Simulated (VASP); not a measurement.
# BAs: what moves the LDA gap besides the functional, part 2 of 2

Aim: test what besides the functional moves the gap of BAs. The starting structure is a measured crystal structure from the Crystallography Open Database. Cell and atoms stay as given unless a step says otherwise.

VASP 6.6.1.

Results so far: reference 1.125 eV; cell and atoms relaxed by LDA 1.105 eV; no band path 1.137 eV.

### 5. Bands with a cutoff of 510 eV (continued)

Level of this step: LDA; plane waves and PAW (As, B) (VASP).

From OUTCAR (step 5):

```text
  Total       -0.5229891     -0.5229891     -0.5229891      0.0000000      0.0000000      0.0000000
  in kB      -30.7466262    -30.7466262    -30.7466262      0.0000000      0.0000000      0.0000000
  external PRESSURE =     -30.7466262 kB  Pullay stress =       0.0000000 kB

 POSITION                                       TOTAL-FORCE (eV/Angst)
 -----------------------------------------------------------------------------------
      3.58275      3.58275      3.58275        -0.000000     -0.000000     -0.000000
      0.00000      0.00000      0.00000         0.000000      0.000000      0.000000
 -----------------------------------------------------------------------------------
    total drift:                                0.000000      0.000000      0.000000

  FREE ENERGIE OF THE ION-ELECTRON SYSTEM (eV)
  ---------------------------------------------------
  free  energy   TOTEN  =       -12.9185523920 eV

  energy  without entropy=      -12.9185523920  energy(sigma->0) =      -12.91855239

[... 1 part as in an earlier step ...]

[... 2 further parts left out ...]
[key lines of the parts left out:]
E-fermi :   6.3667
```

With a cutoff of 510 eV the gap is 1.125 eV, +0.000 eV from the reference.

### 6. Bands with a 10×10×10 mesh

Against step 2 the input has a 10×10×10 mesh.

File INCAR:

```
SYSTEM = BAs
PREC = Accurate
ENCUT = 370
EDIFF = 1E-06
NELM = 100
ISMEAR = 0
SIGMA = 0.03
LREAL = .FALSE.
ALGO = Normal
GGA = CA
NBANDS = 16
LORBIT = 11
LWAVE = .FALSE.
LCHARG = .FALSE.
KPAR = 4
```

File POSCAR:

```
BAs
1.0
    0.0000000000      2.3885000000      2.3885000000
    2.3885000000      0.0000000000      2.3885000000
    2.3885000000      2.3885000000      0.0000000000
As B
1 1
Direct
    0.7500000000      0.7500000000      0.7500000000
    0.0000000000      0.0000000000      0.0000000000
```

File KPOINTS:

```
Automatic mesh
0
Gamma
10 10 10
0 0 0
```

File KPOINTS_OPT:

```
Line mode
10
Line-mode
Reciprocal
  0.00000000   0.00000000   0.00000000 GAMMA
  0.50000000   0.00000000   0.50000000 X

  0.50000000   0.00000000   0.50000000 X
  0.50000000   0.25000000   0.75000000 W

  0.50000000   0.25000000   0.75000000 W
  0.37500000   0.37500000   0.75000000 K

  0.37500000   0.37500000   0.75000000 K
  0.00000000   0.00000000   0.00000000 GAMMA

  0.00000000   0.00000000   0.00000000 GAMMA
  0.50000000   0.50000000   0.50000000 L

  0.50000000   0.50000000   0.50000000 L
  0.62500000   0.25000000   0.62500000 U

  0.62500000   0.25000000   0.62500000 U
  0.50000000   0.25000000   0.75000000 W

  0.50000000   0.25000000   0.75000000 W
  0.50000000   0.50000000   0.50000000 L

  0.50000000   0.50000000   0.50000000 L
  0.37500000   0.37500000   0.75000000 K

  0.62500000   0.25000000   0.62500000 U
  0.50000000   0.00000000   0.50000000 X
```

The projector-augmented-wave data sets are As and B (LDA family, release 64).

Started as:

```
mpirun -np 4 vasp_std
```

Output:

```text
[... set-up lines as in an earlier step ...]
 entering main loop
       N       E                     dE             d eps       ncg     rms          rms(c)
DAV:   1     0.693028355931E+01    0.69303E+01   -0.28473E+03  1504   0.334E+02
DAV:   2    -0.131829489265E+02   -0.20113E+02   -0.19470E+02  2024   0.781E+01
DAV:   3    -0.136413073190E+02   -0.45836E+00   -0.45803E+00  1800   0.101E+01
DAV:   4    -0.136420270624E+02   -0.71974E-03   -0.71974E-03  1912   0.487E-01
[...]
DAV:   9    -0.129198404680E+02   -0.67304E-04   -0.82864E-04  1712   0.130E-01    0.498E-02
DAV:  10    -0.129198349218E+02    0.55462E-05   -0.63840E-05  1928   0.328E-02    0.764E-03
DAV:  11    -0.129198349092E+02    0.12652E-07   -0.86840E-07  1712   0.479E-03
   1 F= -.12919835E+02 E0= -.12919835E+02  d E =-.286921E-23
 Start KPOINTS_OPT (optional k-point list driver)
k-point batch [1-47\100]
       N       E                     dE             ncg
DAV:   1     0.948698743460E+03   -0.92117E+04     1504
DAV:   2    -0.127256949541E+01   -0.94997E+03     2072
DAV:   3    -0.277859441054E+02   -0.26513E+02     1800
DAV:   4    -0.278252654573E+02   -0.39321E-01     1968
DAV:   5    -0.278253151682E+02   -0.49711E-04     1800
DAV:   6    -0.278253152620E+02   -0.93809E-07     1616
[...]
k-point batch [95-100\100]
       N       E                     dE             ncg
DAV:   1     0.121986821140E+05   -0.17023E+04      192
DAV:   2     0.120747206938E+05   -0.12396E+03      256
DAV:   3     0.120718993464E+05   -0.28213E+01      256
DAV:   4     0.120718945078E+05   -0.48386E-02      240
DAV:   5     0.120718944999E+05   -0.78759E-05      256
DAV:   6     0.120718944999E+05   -0.18623E-07      256
```

Elapsed: 5.6 s, on 4 MPI ranks of Intel Xeon Platinum 8375C at 2.90GHz (Ice Lake), shared host; peak memory 0.51 GiB; 16 s of CPU time.

Parts of OUTCAR (step 6):

```text
  Total       -0.5353438     -0.5353438     -0.5353438      0.0000000      0.0000000      0.0000000
  in kB      -31.4729624    -31.4729624    -31.4729624      0.0000000      0.0000000      0.0000000
  external PRESSURE =     -31.4729624 kB  Pullay stress =       0.0000000 kB

  FREE ENERGIE OF THE ION-ELECTRON SYSTEM (eV)
  ---------------------------------------------------
  free  energy   TOTEN  =       -12.9198349092 eV

  energy  without entropy=      -12.9198349092  energy(sigma->0) =      -12.91983491

[... 2 parts as in an earlier step ...]

[... 2 further parts left out ...]
[key lines of the parts left out:]
E-fermi :   6.3566
```

With a 10×10×10 mesh the gap is 1.122 eV, -0.003 eV from the reference.

### 7. Comparison

```
                          run  gap (eV)  change (eV)  core minutes
                    reference     1.125            -         0.387
cell and atoms relaxed by LDA     1.105        -0.02         0.333
                 no band path     1.137        0.012         0.267
           a cutoff of 510 eV     1.125          0.0         0.627
              a 10×10×10 mesh     1.122       -0.003         0.373
```

Core minutes are wall time times ranks of the run shown, on a shared host.

### 8. What came out

| Item | Value |
| --- | --- |
| reference gap | 1.125 eV |
| gap with cell and atoms relaxed by LDA | 1.105 eV |
| gap with no band path | 1.137 eV |
| gap with a cutoff of 510 eV | 1.125 eV |
| gap with a 10×10×10 mesh | 1.122 eV |

Among the runs that read a gap along the path, the one with cell and atoms relaxed by LDA moves it most, by -0.020 eV. On finer settings it changes by +0.000 eV with a cutoff of 510 eV and -0.003 eV with a 10×10×10 mesh. Read on the mesh alone, without a band path, the gap comes out +0.012 eV from the reference: such a gap is an upper bound, and here at least one band edge lies off the mesh points. The functional's own error isn't tested here. Further runs on this material are not shown.

[Lines on the potential files, build, host, timing and source positions are cut from VASP's logs without a mark.]

[Logs are printed without paths, hosts, clocks, repeated set-up lines and the standing remarks that a program may print on its own settings, such as how far it seeks lower states.]

[Hosts, paths, dates, database ids (printed as entryN), source tags and the programs' standing remarks are cut or masked in the printed files.]
